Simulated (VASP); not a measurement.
Wanted: the native input for a VASP 6.6.1 run.

```yaml
Task: relaxation of cell and atoms
Functional: PBE
Potentials_or_basis: VASP PAW PBE potentials, release 64 (Ti_sv, Si)
Cutoff: 600 eV
k_mesh: 12 × 12 × 12
Occupations: methfessel-paxton, width 0.1 eV
Spin: no spin polarisation
Further_INCAR_settings: ALGO = Fast; EDIFF = 1e-06; IBRION = 2; EDIFFG = -0.005; NSW = 80; ISIF = 3
```

The structure of TiSi2 lies in POSCAR:

```
TiSi2
1.0
    0.0000000000      4.1175163000      4.2628978000
    2.3895120000      0.0000000000      4.2628978000
    2.3895120000      4.1175163000      0.0000000000
Ti Si
2 4
Direct
    0.5000000000      0.5000000000      0.5000000000
    0.7500000000      0.7500000000      0.7500000000
    0.8374343900      0.1625656100      0.8374343900
    0.1625656100      0.8374343900      0.1625656100
    0.0874343900      0.4125656100      0.0874343900
    0.4125656100      0.0874343900      0.4125656100
```

The cell is a database's computed one.

One way to write it, as run:

INCAR

```
SYSTEM = TiSi2
PREC = Accurate
ENCUT = 600
EDIFF = 1E-6
ISMEAR = 1
SIGMA = 0.1
LREAL = .FALSE.
LASPH = .TRUE.
NELM = 120
ALGO = Fast
ISIF = 3
LWAVE = .FALSE.
LCHARG = .FALSE.
GGA = PE
IBRION = 2
NSW = 80
EDIFFG = -0.005
KPAR = 4
```

KPOINTS

```
Automatic mesh
0
G
  12 12 12
  0 0 0
```

Potentials or basis: VASP PAW PBE potentials, release 64 (Ti_sv, Si).

Command:

```bash
$ cat potpaw_PBE.64/Ti_sv/POTCAR potpaw_PBE.64/Si/POTCAR > POTCAR
$ mpirun -np 4 vasp_std > vasp.out
```

It gave:

```json
{
 "Relaxed volume": "14.17 Å³/atom",
 "Relaxed cell": "a = 5.950 Å, b = 4.911 Å, c = 4.779 Å, α = 75.76°, β = 53.12°, γ = 51.12°",
 "Space group after relaxing (to 0.05 Å)": "Fddd (No. 70)",
 "Energy gained by relaxing": "1.3 meV/atom",
 "Ionic steps": "12",
 "Pressure after relaxing": "0.0 GPa",
 "Band gap on the k mesh": "none (metal or under the smearing width)"
}
```

Wall time 33 min on 4 MPI ranks on AMD EPYC 9R45 96-Core Processor (Zen 5), with other jobs on the host, peak memory 0.72 GiB a rank.
